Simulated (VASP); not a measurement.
Output of a VASP run:

**OSZICAR**
```
       N       E                     dE             d eps       ncg     rms          rms(c)
DAV:   1     0.157841625651E+03    0.15784E+03   -0.11821E+04   320   0.136E+03
DAV:   2     0.145807965974E+01   -0.15638E+03   -0.15382E+03   416   0.251E+02
DAV:   3    -0.755835093398E+01   -0.90164E+01   -0.90094E+01   448   0.654E+01
DAV:   4    -0.783226959886E+01   -0.27392E+00   -0.27386E+00   560   0.916E+00
DAV:   5    -0.783632721704E+01   -0.40576E-02   -0.40576E-02   440   0.851E-01    0.136E+01
DAV:   6    -0.747045118953E+01    0.36588E+00   -0.95962E-01   448   0.541E+00    0.893E+00
DAV:   7    -0.745586696125E+01    0.14584E-01   -0.48073E-01   480   0.407E+00    0.218E+00
DAV:   8    -0.745258340957E+01    0.32836E-02   -0.68122E-02   416   0.152E+00    0.302E-01
DAV:   9    -0.745287743835E+01   -0.29403E-03   -0.26443E-03   456   0.317E-01    0.121E-01
DAV:  10    -0.745309118342E+01   -0.21375E-03   -0.35277E-04   392   0.159E-01    0.188E-02
DAV:  11    -0.745309888631E+01   -0.77029E-05   -0.34791E-05   488   0.391E-02    0.249E-02
DAV:  12    -0.745309906306E+01   -0.17675E-06   -0.27488E-06   360   0.105E-02
   1 F= -.74530991E+01 E0= -.74530991E+01  d E =-.745310E+01
```

**OUTCAR**
```
------------------------ aborting loop because EDIFF is reached ----------------------------------------
  FORCE on cell =-STRESS in cart. coord.  units (eV):
  Direction    XX          YY          ZZ          XY          YZ          ZX
  --------------------------------------------------------------------------------------
  Total       -0.0026499     -0.0026499     -0.0026499     -0.0000000      0.0000000      0.0000000
  in kB       -0.0501152     -0.0501152     -0.0501152     -0.0000000      0.0000000      0.0000000
  external PRESSURE =      -0.0501152 kB  Pullay stress =       0.0000000 kB
  volume of cell :       84.72
      direct lattice vectors                 reciprocal lattice vectors
     0.000000000  3.485902202  3.485902202    -0.143434890  0.143434890  0.143434890
     3.485902202  0.000000000  3.485902202     0.143434890 -0.143434890  0.143434890
     3.485902202  3.485902202  0.000000000     0.143434890  0.143434890 -0.143434890
 POSITION                                       TOTAL-FORCE (eV/Angst)
 -----------------------------------------------------------------------------------
      0.00000      0.00000      0.00000         0.000000     -0.000000     -0.000000
      1.74295      1.74295      1.74295         0.000000     -0.000000      0.000000
      5.22885      5.22885      5.22885        -0.000000      0.000000     -0.000000
 -----------------------------------------------------------------------------------
    total drift:                               -0.000000     -0.000000      0.000000
  FREE ENERGIE OF THE ION-ELECTRON SYSTEM (eV)
  ---------------------------------------------------
  free  energy   TOTEN  =        -7.4530990631 eV

  energy  without entropy=       -7.4530990631  energy(sigma->0) =       -7.45309906

 reached required accuracy - stopping structural energy minimisation
```
(Selected blocks of OUTCAR.)

**POSCAR**
```
SrCl2
1
   -0.0000000000     3.4859022017     3.4859022017
    3.4859022017     0.0000000000     3.4859022017
    3.4859022017     3.4859022017     0.0000000000
Sr Cl
1 2
Direct
  1.0000000000   0.0000000000   0.0000000000
  0.2500000000   0.2500000000   0.2500000000
  0.7500000000   0.7500000000   0.7500000000
```

Task: Write an INCAR and KPOINTS that could have produced this output.

Result: Several could match; the one computed here: the input of the run itself, optB88-vdW, plane waves, VASP's PBE PAW potentials (set 64).

KPOINTS:
```
K-points
0
Gamma
  5 5 5
0 0 0
```

**INCAR**
```
AGGAC = 0.0
ALGO = Normal
EDIFF = 1E-6
EDIFFG = -0.02
ENCUT = 520
GGA = BO
IBRION = 2
ISIF = 3
ISMEAR = 0
LASPH = .TRUE.
LCHARG = .FALSE.
LMAXMIX = 4
LREAL = .FALSE.
LUSE_VDW = .TRUE.
LWAVE = .FALSE.
NELM = 100
NSW = 60
PARAM1 = 0.1833333333
PARAM2 = 0.22
PREC = Accurate
SIGMA = 0.05
SYSTEM = SrCl2
```

POTCAR, in this order: Sr_sv Cl (PBE.64 set). Program: vasp_std.

The compound is SrCl2 in the fluorite structure. It was relaxed first. The start is the result of an earlier pass.
